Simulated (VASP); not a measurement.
# CsLiCr2Te2S3 (P1) in VASP: notebook

One crystal, CsLiCr2Te2S3, is run at these levels: PBE, PBE+TS; tasks: electrostatic potential, atomic charges.

Everything below comes from runs of VASP 6.6.1. Logs are shortened: lines on timing, memory, paths and dates and some standing lists are left out, and cuts for length are marked.

## (1) The structure

The typed cell holds 9 atoms: a = 6.108 Å, b = 6.358 Å, c = 7.995 Å, α = 101.14°, β = 99.87°, γ = 111.27°.

The cell was built by a generator and needn't be a form met in nature.

## (2) Electrostatic potential, PBE, collinear spin, ferromagnetic start

File INCAR:

```
PREC     = Accurate       # precision mode
ENCUT    = 520            # plane-wave cutoff, eV
EDIFF    = 1E-7           # SCF threshold, eV
ISMEAR   = -1             # smearing method
SIGMA    = 0.05           # smearing width, eV
LREAL    = False          # projectors in reciprocal space
LASPH    = True           # aspherical terms in the spheres
NELM     = 120            # most SCF steps
ALGO     = Fast           # electronic algorithm
ISIF     = 2              # what is computed and relaxed
LWAVE    = False          # write WAVECAR
LCHARG   = True           # write CHGCAR
ISPIN    = 2              # spin polarisation
MAGMOM   = 0 0 3 3 0 0 0 0 0 # initial moments
LORBIT   = 11             # projections on sites
LMAXMIX  = 4              # l up to which the mixer works
GGA      = PE             # functional
LVHAR    = True         
KPAR     = 4
```

File KPOINTS:

```
Automatic mesh
0
Gamma
  5 5 4
```

File POSCAR:

```
CsLiCr2Te2S3
1.0
    6.1079200000     -0.0188600000      0.0058100000
   -2.2882200000      5.9315100000      0.0033300000
   -1.3846200000     -2.1939500000      7.5626000000
Cs Li Cr Te S
1 1 2 2 3
Direct
    0.0634800000      0.1017800000      0.9939400000
    0.5702600000      0.5814300000      0.5740300000
    0.0780100000      0.5013800000      0.5799000000
    0.4316200000      0.0297200000      0.5372200000
    0.5445800000      0.7673200000      0.2819800000
    0.0114300000      0.6593200000      0.2990200000
    0.7780000000      0.3713300000      0.7077300000
    0.3940200000      0.8250800000      0.7487500000
    0.1960500000      0.2300900000      0.4864600000
```

Potentials or basis: VASP PAW PBE potentials, release 64 (Cs_sv, Li_sv, Cr_pv, Te, S).

Command:

```console
cat potpaw_PBE.64/Cs_sv/POTCAR potpaw_PBE.64/Li_sv/POTCAR potpaw_PBE.64/Cr_pv/POTCAR potpaw_PBE.64/Te/POTCAR potpaw_PBE.64/S/POTCAR > POTCAR
mpirun -np 4 vasp_std > vasp.out
```

OUTCAR:

```text
PREC = Accurate
   ENCUT = 520
   EDIFF = 1E-7
   ISMEAR = -1
   LREAL = False
   LASPH = True
   NELM = 120
   ISIF = 2
   ISPIN = 2
   LORBIT = 11
   GGA = PE

 ion  position               nearest neighbor table
   1  0.063  0.102  0.994-
   2  0.570  0.581  0.574-   9 2.42   7 2.42   8 2.53   5 2.82   3 2.87
   3  0.078  0.501  0.580-   9 2.15   8 2.22   7 2.23   6 2.66   2 2.87
   4  0.432  0.030  0.537-   9 2.28   8 2.32   7 2.36   5 2.73   6 2.82
   5  0.545  0.767  0.282-   4 2.73   2 2.82   6 3.11   6 3.15
   6  0.011  0.659  0.299-   3 2.66   4 2.82   5 3.11   5 3.15
   7  0.778  0.371  0.708-   3 2.23   4 2.36   2 2.42
   8  0.394  0.825  0.749-   3 2.22   4 2.32   2 2.53
   9  0.196  0.230  0.486-   3 2.15   4 2.28   2 2.42

  LATTYP: Found a triclinic cell.
 ALAT       =     7.0391492137
 B/A-ratio  =     2.2477581351
 C/A-ratio  =     1.2473194634
 COS(alpha) =     0.0034065765
 COS(beta)  =     0.5073740706
 COS(gamma) =     0.8166993666

  Lattice vectors:

 A1 = (  -3.8197000000,  -5.9126500000,  -0.0091400000)
 A2 = ( -11.3122400000,  -8.0877400000,   7.5476500000)
 A3 = (  -2.4350800000,  -3.7187000000,  -7.5717400000)

Analysis of symmetry for initial positions (statically):
=====================================================================
 Subroutine PRICEL returns:
 Original cell was already a primitive cell.

 Routine SETGRP: Setting up the symmetry group for a
 triclinic supercell.

 Subroutine GETGRP returns: Found  1 space group operations
 (whereof  1 operations were pure point group operations)
 out of a pool of  2 trial point group operations.

The static configuration has the point symmetry C_1 .

Analysis of symmetry for dynamics (positions and initial velocities):
=====================================================================
 Subroutine PRICEL returns:
 Original cell was already a primitive cell.

 Routine SETGRP: Setting up the symmetry group for a
 triclinic supercell.

 Subroutine GETGRP returns: Found  1 space group operations
 (whereof  1 operations were pure point group operations)
 out of a pool of  2 trial point group operations.

The dynamic configuration has the point symmetry C_1 .

Analysis of structural, dynamic, and magnetic symmetry:
=====================================================================
 Subroutine PRICEL returns:
 Original cell was already a primitive cell.
[... 166 lines left out ...]
  ext. energy  EPLUGINS =         0.00000000
  ---------------------------------------------------
  free energy    TOTEN  =       -46.12751788 eV

  energy without entropy =      -46.09539437  energy(sigma->0) =      -46.11145612

 E-fermi :   3.0057     XC(G=0):  -8.0833

 val. band max:        3.0036251781   @ k =   0.2000   0.2000   0.2500
 cond. band min:       3.0096545223   @ k =  -0.2000  -0.2000   0.2500
 fundamental gap:      0.0060293442
 Fermi energy:         3.0056667080

 spin component 1

 k-point     1 :       0.0000    0.0000    0.0000
  band No.  band energies     occupation
      1     -42.8675      1.00000
      2     -41.5229      1.00000
      3     -41.4776      1.00000
      4     -41.4618      1.00000
      5     -41.4144      1.00000
      6     -41.4120      1.00000
[... 1069 lines left out ...]
     41       5.5074      0.00000
     42       6.6471      0.00000

 [... further k-points ...]

 spin component 2

 k-point     1 :       0.0000    0.0000    0.0000
  band No.  band energies     occupation
      1     -42.8652      1.00000
      2     -39.0853      1.00000
      3     -38.9516      1.00000
      4     -38.7023      1.00000
      5     -38.5773      1.00000
      6     -38.5164      1.00000
[... 1069 lines left out ...]
     41       5.9713      0.00000
     42       7.0233      0.00000

 [... further k-points ...]

------------------------ aborting loop because EDIFF is reached ----------------------------------------

  FORCE on cell =-STRESS in cart. coord.  units (eV):
  Direction    XX          YY          ZZ          XY          YZ          ZX
  --------------------------------------------------------------------------------------
  -------------------------------------------------------------------------------------
  Total        0.4299900     -0.2647620     -0.3825934      0.0243366      0.0079897      0.0384861
  in kB        2.5163088     -1.5493915     -2.2389431      0.1424182      0.0467558      0.2252214
  external PRESSURE =      -0.4240086 kB  Pullay stress =       0.0000000 kB

 VOLUME and BASIS-vectors are now :
 -----------------------------------------------------------------------------
  energy-cutoff  :      520.00
  volume of cell :      273.78
      direct lattice vectors                 reciprocal lattice vectors
     6.107920000 -0.018860000  0.005810000     0.163870997  0.063189970  0.048334527
    -2.288220000  5.931510000  0.003330000     0.000474406  0.168746616  0.049041138
    -1.384620000 -2.193950000  7.562600000    -0.000126103 -0.000122849  0.132170929

 POSITION                                       TOTAL-FORCE (eV/Angst)
 -----------------------------------------------------------------------------------
     -1.22139     -1.57814      7.51748         0.002126      0.001114     -0.003795
      1.35785      2.17861      4.34641         0.001758      0.008894     -0.005232
     -1.47373      1.70020      4.38767        -0.022048      0.040256     -0.039324
      1.82445     -1.01049      4.06539         0.019243     -0.054165     -0.085290
      1.18002      3.92245      2.13822         0.019480      0.080842      0.063112
     -1.85288      3.25451      2.26363        -0.029710     -0.066182      0.101116
      2.92234      0.63515      5.35804         0.010411      0.012275     -0.010447
     -0.51806      3.24382      5.66753        -0.005487     -0.004146     -0.020143
     -0.00260      0.29381      3.68081         0.004227     -0.018888      0.000004
 -----------------------------------------------------------------------------------
    total drift:                                0.000497      0.000600     -0.000091

  FREE ENERGIE OF THE ION-ELECTRON SYSTEM (eV)
  ---------------------------------------------------
  free  energy   TOTEN  =       -46.1275178768 eV

  energy  without entropy=      -46.0953943670  energy(sigma->0) =      -46.11145612

 total charge

# of ion       s       p       d       tot
------------------------------------------
    1        1.832   4.705   0.023   6.560
    2        2.018   0.055   0.000   2.073
    3        0.340   6.289   4.177  10.806
    4        0.285   6.242   4.110  10.637
    5        1.391   1.948   0.024   3.363
    6        1.396   1.930   0.035   3.361
    7        1.335   2.404   0.000   3.738
    8        1.340   2.393   0.000   3.732
    9        1.344   2.403   0.000   3.746
--------------------------------------------------
tot         11.279  28.368   8.369  48.017

 magnetization (x)

# of ion       s       p       d       tot
------------------------------------------
    1        0.000  -0.000   0.001   0.001
    2        0.000   0.000   0.000   0.001
    3        0.036   0.027   2.463   2.525
    4        0.037   0.032   2.829   2.898
    5       -0.002  -0.061   0.002  -0.060
    6       -0.004  -0.109   0.004  -0.109
    7       -0.002  -0.059   0.000  -0.062
    8       -0.003  -0.081   0.000  -0.084
    9       -0.001  -0.112   0.000  -0.113
--------------------------------------------------
tot          0.062  -0.364   5.300   4.997
```

OSZICAR:

```text
N       E                     dE             d eps       ncg     rms          rms(c)
DAV:   1     0.548028565046E+03    0.54803E+03   -0.30086E+04  9696   0.139E+03
DAV:   2     0.994513429917E+01   -0.53808E+03   -0.52075E+03 10136   0.329E+02
DAV:   3    -0.481623641701E+02   -0.58107E+02   -0.57142E+02 12292   0.103E+02
[... 26 lines left out ...]
RMM:  30    -0.461275173038E+02   -0.27007E-06   -0.30049E-06 10364   0.628E-03    0.410E-04
RMM:  31    -0.461275175040E+02   -0.20019E-06   -0.22913E-06 10115   0.583E-03    0.437E-04
RMM:  32    -0.461275176431E+02   -0.13911E-06   -0.16431E-06  9628   0.548E-03    0.380E-04
RMM:  33    -0.461275177469E+02   -0.10384E-06   -0.12769E-06  9303   0.524E-03    0.385E-04
RMM:  34    -0.461275178224E+02   -0.75466E-07   -0.10154E-06  9437   0.508E-03    0.945E-05
RMM:  35    -0.461275178768E+02   -0.54442E-07   -0.75386E-07  8950   0.492E-03
   1 F= -.46127518E+02 E0= -.46111456E+02  d E =-.321235E-01  mag=     5.4163
```

stdout:

```text
POSCAR found type information on POSCAR CsLiCrTeS
 POSCAR found :  5 types and       9 ions
 scaLAPACK will be used
 LDA part: xc-table for (Slater+PW92), standard interpolation
 POSCAR, INCAR and KPOINTS ok, starting setup
[... 63 lines left out ...]
 num prob WARNING in EDDRMM: call to ZHEGV failed, returncode =   8  4     22
WARNING in EDDRMM: call to ZHEGV failed, returncode =   8  4     34
 num prob  num prob  num prob  num prob  num prob  num prob  num prob WARNING in EDDRMM: call to ZHEGV failed, returncode =   8  4     29
WARNING in EDDRMM: call to ZHEGV failed, returncode =   8  4     30
 num prob  num prob  num prob  num prob  num prob RMM:  33    -0.461275177469E+02   -0.10384E-06   -0.12769E-06  9303   0.524E-03    0.385E-04
 num prob  num prob  num prob  num prob  num prob  num prob  num prob  num prob  num prob WARNING in EDDRMM: call to ZHEGV failed, returncode =   8  4     29
 num prob  num prob WARNING in EDDRMM: ca
```

Wall time 11 min (4 MPI ranks of AMD EPYC 9R45 (Zen 5), shared host); peak memory 1.1 GiB.

Results:

```
Free energy                                           : -46.1275 eV
Largest force                                         : 0.124 eV/Å
Band gap on the k mesh                                : none (metal or under the smearing width)
Net moment                                            : 5.42 μB per cell
Site moments                                          : Cs +0.00; Li +0.00; Cr +2.52, +2.90; Te -0.06, -0.11; S -0.06, -0.08, -0.11 μB
Valence electrons inside the program's atomic spheres : Cs 6.56; Li 2.07; Cr 10.81, 10.64; Te 3.36; S 3.74, 3.73, 3.75
```

Forces on the atoms (eV/Å):
```
Cs   0.002  0.001 -0.004
Li   0.002  0.009 -0.005
Cr  -0.022  0.040 -0.039
Cr   0.019 -0.054 -0.085
Te   0.019  0.081  0.063
Te  -0.030 -0.066  0.101
S    0.010  0.012 -0.010
S   -0.005 -0.004 -0.020
S    0.004 -0.019  0.000
```

Levels at points of the mesh, in eV from the Fermi level:
Spin up:
```
           k point  band 32  band 33  band 34  band 35  band 36  band 37  band 38  band 39  band 40  band 41
(0.00, 0.00, 0.00)    -1.27    -1.03    -0.80    -0.62    -0.26     0.53     0.74     1.07     1.42     2.58
(0.00, 0.00, 0.50)    -1.27    -1.04    -0.86    -0.61    -0.25     0.49     0.59     1.01     1.48     2.64
```
Spin down:
| k point | band 26 | band 27 | band 28 | band 29 | band 30 | band 31 | band 32 | band 33 | band 34 | band 35 |
| --- | --- | --- | --- | --- | --- | --- | --- | --- | --- | --- |
| (0.00, 0.00, 0.00) | -2.44 | -2.35 | -1.66 | -1.53 | -1.29 | 0.49 | 0.88 | 0.98 | 1.32 | 1.43 |
| (0.00, 0.00, 0.50) | -2.59 | -2.42 | -1.69 | -1.47 | -1.31 | 0.54 | 0.85 | 0.96 | 1.39 | 1.49 |

Caveat: the cutoff is under 1.25 times the usual one of these potentials, so pressure, stress and relaxed cells hold a basis-set (Pulay) error; only a ferromagnetic start was run, and an antiferromagnetic order may lie lower in energy. The run has no spin-orbit coupling, so splittings on Cs, Te are missing.

## (3) Atomic charges, PBE+TS, collinear spin, ferromagnetic start

File INCAR:

```
SYSTEM = CsLiCr2Te2S3
PREC = Accurate
ENCUT = 520
EDIFF = 1E-7
ISMEAR = -1
SIGMA = 0.05
LREAL = .FALSE.
LASPH = .TRUE.
NELM = 120
ALGO = Fast
ISIF = 2
LWAVE = .FALSE.
LCHARG = .FALSE.
ISPIN = 2
MAGMOM = 0 0 3 3 0 0 0 0 0
LORBIT = 11
LMAXMIX = 4
GGA = PE
IVDW = 2
KPAR = 4
```

File KPOINTS:

```
regular mesh
0
G
  5 5 4
  0 0 0
```

POSCAR is that of step 2.

Potentials or basis: VASP PAW PBE potentials, release 64 (Cs_sv, Li_sv, Cr_pv, Te, S).

Command:

```console
cat potpaw_PBE.64/Cs_sv/POTCAR potpaw_PBE.64/Li_sv/POTCAR potpaw_PBE.64/Cr_pv/POTCAR potpaw_PBE.64/Te/POTCAR potpaw_PBE.64/S/POTCAR > POTCAR
mpirun -np 4 vasp_std > vasp.out
```

Wall time 12 min (4 MPI ranks of AMD EPYC 9R45 (Zen 5), shared host); peak memory 1.1 GiB.

It converged, with:

```
Free energy                                           : -49.8379 eV
Largest force                                         : 0.186 eV/Å
Band gap on the k mesh                                : none (metal or under the smearing width)
Net moment                                            : 5.42 μB per cell
Site moments                                          : Cs +0.00; Li +0.00; Cr +2.52, +2.90; Te -0.06, -0.11; S -0.06, -0.08, -0.11 μB
Valence electrons inside the program's atomic spheres : Cs 6.56; Li 2.07; Cr 10.81, 10.64; Te 3.36; S 3.74, 3.73, 3.75
Hirshfeld charges                                     : Cs +0.26; Li +0.05; Cr +0.28, +0.26; Te -0.09, +0.00; S -0.27, -0.25, -0.24 e
Dispersion energy per atom                            : -0.412 eV
```

Forces on the atoms (eV/Å):
```
Cs   0.128  0.015 -0.108
Li   0.002 -0.041  0.005
Cr   0.011 -0.051  0.057
Cr  -0.082 -0.029 -0.042
Te   0.064  0.174 -0.010
Te  -0.099 -0.047  0.033
S   -0.063  0.105 -0.020
S    0.020 -0.046 -0.014
S    0.019 -0.082  0.099
```

Levels at points of the mesh, in eV from the Fermi level:
Spin up:
```tsv
k point	band 34	band 35	band 36	band 37	band 38	band 39
(0.00, 0.00, 0.00)	-0.80	-0.62	-0.26	0.53	0.74	1.07
(0.00, 0.00, 0.50)	-0.86	-0.61	-0.25	0.49	0.59	1.01
```
Spin down:
```tsv
k point	band 28	band 29	band 30	band 31	band 32	band 33
(0.00, 0.00, 0.00)	-1.66	-1.53	-1.29	0.49	0.88	0.98
(0.00, 0.00, 0.50)	-1.69	-1.47	-1.31	0.54	0.85	0.96
```

Caveat: the cutoff is under 1.25 times the usual one of these potentials, so pressure, stress and relaxed cells hold a basis-set (Pulay) error; atom-pairwise D2, TS and ULG terms overbind metals; only a ferromagnetic start was run, and an antiferromagnetic order may lie lower in energy; pairwise dispersion overbinds metals, which lowers pressure and volume.

## (4) For comparison

An earlier run on the cell as given: functional PBE; potentials or basis VASP PAW PBE potentials, release 64 (Cs_sv, Li_sv, Cr_pv, Te, S); cutoff 520 eV; k mesh 5 × 5 × 4; occupations fermi-dirac, width 0.05 eV; collinear spin, ferromagnetic start; starting moments [0.0, 0.0, 3.0, 3.0, 0.0, 0.0, 0.0, 0.0, 0.0] μB.

- Largest force: 0.124 eV/Å
- Band gap on the k mesh: none (metal or under the smearing width)
- Net moment: 5.42 μB per cell
- Site moments: Cs +0.00; Li +0.00; Cr +2.52, +2.90; Te -0.06, -0.11; S -0.06, -0.08, -0.11 μB
- Valence electrons inside the program's atomic spheres: Cs 6.56; Li 2.07; Cr 10.81, 10.64; Te 3.36; S 3.74, 3.73, 3.75

## (5) Overview

```csv
task,level,gap on the mesh (eV),moment (μB),largest force (eV/Å)
electrostatic potential,PBE,none,5.42,0.12
atomic charges,PBE+TS,none,5.42,0.19
single point,PBE,none,5.42,0.12
```

Alike in all rows: potentials or basis VASP PAW PBE potentials, release 64 (Cs_sv, Li_sv, Cr_pv, Te, S); spin collinear, ferromagnetic start; cell as given; k mesh 5 × 5 × 4; cutoff (eV) 520; smearing fermi-dirac 0.05 eV.

Every run on the cell as given and a fine mesh finds a metal.

Caveats: the cutoff is under 1.25 times the usual one of these potentials, so pressure, stress and relaxed cells hold a basis-set (Pulay) error; only a ferromagnetic start was run, and an antiferromagnetic order may lie lower in energy; atom-pairwise D2, TS and ULG terms overbind metals (some runs); pairwise dispersion overbinds metals, which lowers pressure and volume (some runs).

Absolute energies hang on the potentials; compare differences alone.
